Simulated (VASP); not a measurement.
An input for Ansatz (written as the equivalent of a VASP run, and not itself run):

Ansatz 0.2 input:
```yaml
crystal:
  lattice:
    - [1.4550000, -2.5201340, 0.0000000]
    - [1.4550000, 2.5201340, 0.0000000]
    - [0.0000000, 0.0000000, 2.8400000]
  atoms:
    - { symbol: W, position: [0.0000000, 0.0000000, 0.0000000] }
    - { symbol: C, position: [0.3333330, 0.6666670, 0.5000000] }
kpoints:
  mp_grid: { grid: [17, 17, 15] }
hamiltonian:
  xc: pbe
  pseudopotentials: { kind: paw }
magnetization: { noncollinear: true, spin_orbit: true }
scf:
  occupations: { method: gaussian, width: 0.272 }
  max_iter: 100
output: { forces: true, stress: true, eigenvalues: true }
```

Question: Translate this input to VASP (INCAR, KPOINTS, POSCAR, choice of POTCAR).

Answer: This is not unique; one that fits is 
File KPOINTS:
```
Automatic mesh
0
Gamma
17 17 15
0 0 0
```

**INCAR**
```
SYSTEM = WC
PREC = Accurate
ENCUT = 400
EDIFF = 1E-6
NELM = 100
ALGO = Normal
LREAL = .FALSE.
LASPH = .TRUE.
ISMEAR = 0
SIGMA = 0.272
GGA = PE
LMAXMIX = 6
LWAVE = .FALSE.
LCHARG = .FALSE.
ISIF = 2
LSORBIT = .TRUE.
LNONCOLLINEAR = .TRUE.
MAGMOM = 0.0 0.0 0.0 0.0 0.0 0.0
GGA_COMPAT = .FALSE.
LORBIT = 11
```

**POSCAR**
```
WC
1
    1.4550000000    -2.5201340000     0.0000000000
    1.4550000000     2.5201340000     0.0000000000
    0.0000000000     0.0000000000     2.8400000000
W C
1 1
Direct
  0.0000000000   0.0000000000   0.0000000000
  0.3333330000   0.6666670000   0.5000000000
```

POTCAR, in this order: W_sv C (PBE.64 set). Program: vasp_ncl.

Limits of the translation: each code has its own PAW files, so the cut-off isn't converted (ENCUT is set for VASP's; basis.ecutwfc is left out, and Ansatz then takes the one that its files recommend); Ansatz stops its SCF on the density residual and VASP on the energy change (EDIFF).

The structure is a typed WC crystal. The cell was not relaxed at this level. The run is one of a series of settings (GGA_COMPAT = .FALSE., LNONCOLLINEAR = .TRUE., LSORBIT = .TRUE., MAGMOM = 0.0 0.0 0.0 0.0 0.0 0.0, program vasp_ncl against the base run), some of them coarse on purpose.
